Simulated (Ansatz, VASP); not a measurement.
# InAs: VASP beside Ansatz, part 2 of 2

Wanted: the spread between two codes on one cell, functional and k mesh. The cell is taken from a series of runs on this material, whose earlier steps may have relaxed, scaled, displaced or heated it; both programs get it as it stands.

VASP 6.6.1 and Ansatz 0.2.0.

So far: The starting structure; Ansatz: G0W0 gap, r2SCAN, DFT+U.

## 3. VASP: G0W0 gap, r2SCAN, DFT+U

Level of this step: G0W0 on r2SCAN+U; plane waves and PAW (In_d_GW, As_GW) (VASP).

The same cell, functional and mesh now go to VASP, with its own data sets.

Lines of VASP's logs that name or quote its potential files are left out, and so is its time.

The run reads the wave functions of an earlier VASP run, which isn't shown here.

The input, INCAR:

```
SYSTEM = InAs
PREC = Accurate
ENCUT = 300
ISMEAR = 0
SIGMA = 0.01
LREAL = .FALSE.
METAGGA = R2SCAN
LASPH = .TRUE.
NBANDS = 240
ALGO = EVGW0
NELMGW = 1
ENCUTGW = 150
NOMEGA = 64
PRECFOCK = Fast
NBANDSGW = 24
LWAVE = .FALSE.
LCHARG = .FALSE.
```

The input, POSCAR:

```
InAs
1.0
    0.0000000000      3.0180000000      3.0180000000
    3.0180000000      0.0000000000      3.0180000000
    3.0180000000      3.0180000000      0.0000000000
In As
1 1
Direct
    0.0000000000      0.0000000000      0.0000000000
    0.2500000000      0.2500000000      0.2500000000
```

The input, KPOINTS:

```
Automatic mesh
0
Gamma
6 6 6
0 0 0
```

The projector-augmented-wave data sets are In_d_GW and As_GW (PBE family, release 64).

On the command line:

```
> mpirun -np 8 vasp_std
```

Numbers of over 12 decimals in the logs are rounded to 6 here.

What it wrote:

```text
[banner, memory and clock lines left out]
running    8 mpi-ranks, on    1 nodes
 distrk:  each k-point on    8 cores,    1 groups
 distr:  one band on    1 cores,    8 groups

 POSCAR found type information on POSCAR InAs
 POSCAR found :  2 types and       2 ions
|                                                                             |
|           W    W    AA    RRRRR   N    N  II  N    N   GGGG   !!!           |
|           W    W   A  A   R    R  NN   N  II  NN   N  G    G  !!!           |
|           W    W  A    A  R    R  N N  N  II  N N  N  G       !!!           |
|           W WW W  AAAAAA  RRRRR   N  N N  II  N  N N  G  GGG   !            |
|           WW  WW  A    A  R   R   N   NN  II  N   NN  G    G                |
|           W    W  A    A  R    R  N    N  II  N    N   GGGG   !!!           |
|                                                                             |
|     For optimal performance we recommend to set                             |
|       NCORE = 2 up to number-of-cores-per-socket                            |
|     NCORE specifies how many cores store one orbital (NPAR=cpu/NCORE).      |
|     This setting can greatly improve the performance of VASP for DFT.       |
|     The default, NCORE=1 might be grossly inefficient on modern             |
|     multi-core architectures or massively parallel machines. Do your        |
|     Unfortunately you need to use the default for GW and RPA                |
|     calculations (for HF NCORE is supported but not extensively tested      |
|     yet).                                                                   |
|                                                                             |

|                                                                             |
|               ----> ADVICE to this user running VASP <----                  |
|                                                                             |
|     You enforced a specific xc type in the INCAR file but a different       |
|     [... a line on the potential file left out ...]
|     I HOPE YOU KNOW WHAT YOU ARE DOING!                                     |
|                                                                             |

|                                                                             |
|           W    W    AA    RRRRR   N    N  II  N    N   GGGG   !!!           |
|           W    W   A  A   R    R  NN   N  II  NN   N  G    G  !!!           |
|           W    W  A    A  R    R  N N  N  II  N N  N  G       !!!           |
|           W WW W  AAAAAA  RRRRR   N  N N  II  N  N N  G  GGG   !            |
|           WW  WW  A    A  R   R   N   NN  II  N   NN  G    G                |
|           W    W  A    A  R    R  N    N  II  N    N   GGGG   !!!           |
|                                                                             |
|     The default for ENCUTGWSOFT is different in this version of VASP.       |
|     please manually set ENCUTGWSOFT =150 in the INCAR file.                 |
|                                                                             |

 LDA part: xc-table for (None), standard interpolation
 found WAVECAR, reading the header
 POSCAR, INCAR and KPOINTS ok, starting setup
 FFT: planning ... GRIDC
 FFT: planning ... GRID_SOFT
 FFT: planning ... GRID
 reading WAVECAR
 the WAVECAR file was read successfully
 initial charge from wavefunction
 available memory per node:     29.38 GB, setting MAXMEM to     30080

 The Fermi energy was updated, please check that it is located mid-gap
 values below the HOMO (VB) or above the LUMO (CB) will cause erroneous energies
 E-fermi :   3.2460

 calculate exact exchange contribution
 the WAVEDER file was read successfully
energies w=
    0.000    0.000    0.310    0.000    0.619    0.000    0.927    0.000
    1.233    0.000    1.536    0.000    1.836    0.000    2.132    0.000
    2.425    0.000    2.713    0.000    2.998    0.000    3.278    0.000
    3.555    0.000    3.828    0.000    4.097    0.000    4.364    0.000
    4.628    0.000    4.889    0.000    5.148    0.000    5.406    0.000
    5.664    0.000    5.921    0.000    6.178    0.000    6.436    0.000
    6.696    0.000    6.958    0.000    7.223    0.000    7.493    0.000
    7.766    0.000    8.046    0.000    8.332    0.000    8.626    0.000
    8.929    0.000    9.242    0.000    9.567    0.000    9.907    0.000
   10.261    0.000   10.634    0.000   11.026    0.000   11.442    0.000
   11.885    0.000   12.358    0.000   12.867    0.000   13.417    0.000
   14.014    0.000   14.667    0.000   15.386    0.000   16.183    0.000
   17.073    0.000   18.074    0.000   19.213    0.000   20.520    0.000
   22.037    0.000   23.823    0.000   25.955    0.000   28.546    0.000
   31.763    0.000   35.861    0.000   41.254    0.000   48.664    0.000
   59.463    0.000   76.631    0.000  108.071    0.000  183.974    0.000
 responsefunction array rank=     264
 LDA part: xc-table for (None), standard interpolation

 min. memory requirement per mpi rank    349.1 MB, per node   2792.7 MB

 allocating   8 responsefunctions rank=   264
 shmem allocating  64 responsefunctions rank=   264
 response function shared by NCSHMEM nodes    1
 Doing            8  frequencies on each core in blocks of           64
NQ=   1    0.0000    0.0000    0.0000,
|.........|.........|.........|.........|.........|.........|.........|.........
 performed       1082000 updates of chi_q(r,r)
 total number of BLAS operations        580.89 Gflops
NQ=   2    0.1667    0.0000    0.0000,
|.........|.........|.........|.........|.........|.........|.........|.........
 performed       2947000 updates of chi_q(r,r)
 total number of BLAS operations       1384.30 Gflops
NQ=   3    0.3333    0.0000    0.0000,
|.........|.........|.........|.........|.........|.........|.........|.........
 performed       4812000 updates of chi_q(r,r)
 total number of BLAS operations       2187.70 Gflops
NQ=   4    0.5000    0.0000    0.0000,
|.........|.........|.........|.........|.........|.........|.........|.........
 performed       6401000 updates of chi_q(r,r)
 total number of BLAS operations       2848.65 Gflops
NQ=   5    0.1667    0.1667    0.0000,
|.........|.........|.........|.........|.........|.........|.........|.........
 performed       8266000 updates of chi_q(r,r)
 total number of BLAS operations       3665.97 Gflops
NQ=   6    0.3333    0.1667    0.0000,
|.........|.........|.........|.........|.........|.........|.........|.........
 performed      11122000 updates of chi_q(r,r)
 total number of BLAS operations       4864.36 Gflops
NQ=   7    0.5000    0.1667    0.0000,
|.........|.........|.........|.........|.........|.........|.........|.........
 performed      13978000 updates of chi_q(r,r)
 total number of BLAS operations       6104.99 Gflops
NQ=   8   -0.3333    0.1667    0.0000,
|.........|.........|.........|.........|.........|.........|.........|.........
 performed      16834000 updates of chi_q(r,r)
 total number of BLAS operations       7313.87 Gflops
NQ=   9   -0.1667    0.1667    0.0000,
|.........|.........|.........|.........|.........|.........|.........|.........
 performed      19321000 updates of chi_q(r,r)
 total number of BLAS operations       8348.51 Gflops
NQ=  10    0.3333    0.3333    0.0000,
|.........|.........|.........|.........|.........|.........|.........|.........
 performed      21186000 updates of chi_q(r,r)
 total number of BLAS operations       9057.88 Gflops
NQ=  11    0.5000    0.3333    0.0000,
|.........|.........|.........|.........|.........|.........|.........|.........
 performed      24042000 updates of chi_q(r,r)
 total number of BLAS operations      10266.76 Gflops
NQ=  12   -0.3333    0.3333    0.0000,
|.........|.........|.........|.........|.........|.........|.........|.........
 performed      26529000 updates of chi_q(r,r)
 total number of BLAS operations      11319.63 Gflops
NQ=  13    0.5000    0.5000    0.0000,
|.........|.........|.........|.........|.........|.........|.........|.........
 performed      27957000 updates of chi_q(r,r)
 total number of BLAS operations      11882.67 Gflops
NQ=  14    0.5000    0.3333    0.1667,
|.........|.........|.........|.........|.........|.........|.........|.........
 performed      31159000 updates of chi_q(r,r)
 total number of BLAS operations      13226.06 Gflops
NQ=  15   -0.3333    0.3333    0.1667,
|.........|.........|.........|.........|.........|.........|.........|.........
 performed      34176000 updates of chi_q(r,r)
 total number of BLAS operations      14548.00 Gflops
NQ=  16   -0.3333    0.5000    0.1667,
|.........|.........|.........|.........|.........|.........|.........|.........
 performed      36675000 updates of chi_q(r,r)
 total number of BLAS operations      15605.75 Gflops
 resolving degeneracies of screened two electron integrals

 calculate QP shifts <psi_nk| G(iteration)W_0 |psi_nk>: iteration 1
 entering main loop
```

From OUTCAR (step 3):

```text
ion  position               nearest neighbor table
   1  0.000  0.000  0.000-   2 2.61   2 2.61   2 2.61   2 2.61
   2  0.250  0.250  0.250-   1 2.61   1 2.61   1 2.61   1 2.61

  LATTYP: Found a face centered cubic cell.
 ALAT       =     6.0360000000

 Subroutine GETGRP returns: Found 24 space group operations
 (whereof 24 operations were pure point group operations)

The static configuration has the point symmetry T_d .

 Found     16 irreducible k-points:

   k-points           NKPTS =     16   k-points in BZ     NKDIM =    216   number of bands    NBANDS=    240

   dimension x,y,z NGX =    24 NGY =   24 NGZ =   24
   dimension x,y,z NGXF=    48 NGYF=   48 NGZF=   48

   ENCUT  =  300.0 eV  22.05 Ry    4.70 a.u.   6.03  6.03  6.03*2*pi/ulx,y,z

   NELECT =      18.0000    total number of electrons

  energy-cutoff  :      300.00
  volume of cell :       54.98
      direct lattice vectors                 reciprocal lattice vectors
     0.000000000  3.018000000  3.018000000    -0.165672631  0.165672631  0.165672631
     3.018000000  0.000000000  3.018000000     0.165672631 -0.165672631  0.165672631
     3.018000000  3.018000000  0.000000000     0.165672631  0.165672631 -0.165672631

 k-points in reciprocal lattice and weights: Automatic mesh
   0.00000000  0.00000000  0.00000000       0.005
   0.16666667  0.00000000  0.00000000       0.037
   0.33333333  0.00000000  0.00000000       0.037
   0.50000000  0.00000000  0.00000000       0.019
   0.16666667  0.16666667  0.00000000       0.028
   0.33333333  0.16666667  0.00000000       0.111
   0.50000000  0.16666667  0.00000000       0.111
  -0.33333333  0.16666667  0.00000000       0.111
  -0.16666667  0.16666667  0.00000000       0.056
[...]
-0.33333333  0.33333333  0.16666667       0.111
  -0.33333333  0.50000000  0.16666667       0.056

 E-fermi :   3.2460

 QP shifts <psi_nk| G(iteration)W_0 |psi_nk>: iteration 1
 for sc-GW calculations column KS-energies equals QP-energies in previous step
 and V_xc(KS)=  KS-energies - (<T + V_ion + V_H > + <T+V_H+V_ion>^1  + <V_x>^1)
 k-point   1 :       0.0000    0.0000    0.0000
  band No.  KS-energies  QP-energies   sigma(KS)   V_xc(KS)     V^pw_x(r,r')   Z            occupation Imag(sigma)
    ...
      6      -8.9838      -8.9508     -11.7893     -11.8419     -17.7979       0.6270       2.0000       0.8662
      7       2.8832       3.0993     -12.2119     -12.4975     -13.1955       0.7568       2.0000       0.0499
      8       2.8832       3.0993     -12.2119     -12.4975     -13.1955       0.7568       2.0000       0.0499
      9       2.8832       3.0993     -12.2119     -12.4975     -13.1955       0.7568       2.0000       0.0499
     10       3.6089       3.6577     -10.4507     -10.5132      -7.0269       0.7807       0.0000      -0.0248
     11       7.5979       7.5448      -9.5494      -9.4797      -5.2157       0.7612       0.0000      -0.0420
     12       7.5979       7.5448      -9.5494      -9.4797      -5.2157       0.7612       0.0000      -0.0420
     13       7.5979       7.5448      -9.5494      -9.4797      -5.2157       0.7612       0.0000      -0.0420
    ...

 k-point   2 :       0.1667    0.0000    0.0000
  band No.  KS-energies  QP-energies   sigma(KS)   V_xc(KS)     V^pw_x(r,r')   Z            occupation Imag(sigma)
    ...
      6      -8.7217      -8.6790     -11.8750     -11.9417     -17.7789       0.6398       2.0000       0.8580
      7       0.6750       0.5576     -11.6812     -11.5220     -13.0269       0.7370       2.0000       0.0780
      8       2.6440       2.7512     -12.1094     -12.2514     -13.1560       0.7546       2.0000       0.0518
      9       2.6440       2.7512     -12.1094     -12.2514     -13.1560       0.7546       2.0000       0.0518
     10       4.9160       5.0163     -10.3638     -10.4934      -6.8033       0.7742       0.0000      -0.0304
     11       7.8649       8.0132      -9.5771      -9.7729      -5.2617       0.7575       0.0000      -0.0614
     12       7.9847       8.0267      -9.6061      -9.6616      -5.1625       0.7564       0.0000      -0.0502
     13       7.9847       8.0267      -9.6061      -9.6616      -5.1625       0.7564       0.0000      -0.0502
    ...

 k-point   3 :       0.3333    0.0000    0.0000
  band No.  KS-energies  QP-energies   sigma(KS)   V_xc(KS)     V^pw_x(r,r')   Z            occupation Imag(sigma)
    ...
      6      -8.0653      -7.9789     -12.1290     -12.2603     -17.7788       0.6578       2.0000       0.8122
      7      -1.5575      -1.8707     -11.3710     -10.9278     -13.8466       0.7067       2.0000       0.1769
      8       2.2603       2.2150     -12.0023     -11.9419     -13.1847       0.7505       2.0000       0.0552
      9       2.2603       2.2150     -12.0023     -11.9419     -13.1847       0.7505       2.0000       0.0552
     10       4.7538       4.8487      -9.8339      -9.9557      -6.1390       0.7787       0.0000      -0.0301
     11       8.1604       8.4221      -9.2521      -9.5984      -4.7960       0.7557       0.0000      -0.0630
     12       8.1604       8.4221      -9.2521      -9.5984      -4.7960       0.7557       0.0000      -0.0630
     13       9.7332       9.8827      -9.2636      -9.4658      -4.3574       0.7393       0.0000      -0.1555
    ...

 k-point   4 :       0.5000    0.0000    0.0000
  band No.  KS-energies  QP-energies   sigma(KS)   V_xc(KS)     V^pw_x(r,r')   Z            occupation Imag(sigma)
    ...
      6      -7.6186      -7.4766     -12.3592     -12.5726     -17.8475       0.6655       2.0000       0.7652
      7      -2.5638      -2.9705     -11.0970     -10.5161     -14.0427       0.7001       2.0000       0.2683
      8       2.1062       1.9821     -11.9715     -11.8061     -13.2122       0.7499       2.0000       0.0564
      9       2.1062       1.9821     -11.9715     -11.8061     -13.2122       0.7499       2.0000       0.0564
     10       4.5553       4.6920      -9.7767      -9.9519      -6.1213       0.7801       0.0000      -0.0300
     11       8.0321       8.3543      -9.0426      -9.4672      -4.6504       0.7589       0.0000      -0.0651
     12       8.0321       8.3543      -9.0426      -9.4672      -4.6504       0.7589       0.0000      -0.0651
     13      10.3181      10.3796      -7.8416      -7.9243      -2.8699       0.7422       0.0000      -0.1875
    ...

[... 4 further parts left out ...]
```

## 4. Side by side

Known differences besides the potentials themselves: U acts on the PAW sphere in VASP and on atomic orbitals in Ansatz, so only states and trends compare; VASP keeps PBE cores, Ansatz makes them for the functional; fixed occupations in Ansatz, narrow Gaussian smearing in VASP; the data sets hold 28 valence electrons in Ansatz (on its PAW soft_1 files) and 18 in VASP; the cutoff is 500 eV in Ansatz and 300 eV in VASP; Ansatz integrates over frequency by contour deformation, VASP on a grid of NOMEGA points; Ansatz's G0W0 levels solve the quasiparticle equation, VASP's are linearised. Total energies have different zeros and are not compared.

Compared:

| quantity | Ansatz | VASP | difference |
| --- | --- | --- | --- |
| G0W0 gap on the mesh (eV) | 0.51 | 0.56 | -0.04 |
| Kohn-Sham gap under it (eV) | 0.34 | 0.73 | -0.39 |

## 5. What came out

* difference in G0W0 gap on the mesh (G0W0 gap, r2SCAN, DFT+U): -0.045 eV

What this shows: The difference in G0W0 gap on the mesh is -0.045 eV (G0W0 gap, r2SCAN, DFT+U). The data sets hold unlike numbers of valence electrons (28 in Ansatz and 18 in VASP), so part of the differences comes from the potentials. How closely two codes agree says nothing of how well the functional describes the real material.

[Lines on the potential files, build, host, timing and source positions are cut from VASP's logs without a mark.]

[Logs are printed without paths, hosts, clocks, repeated set-up lines and the standing remarks that a program may print on its own settings, such as how far it seeks lower states.]

[Hosts, paths, dates, database ids (printed as entryN), source tags and the programs' standing remarks are cut or masked in the printed files.]
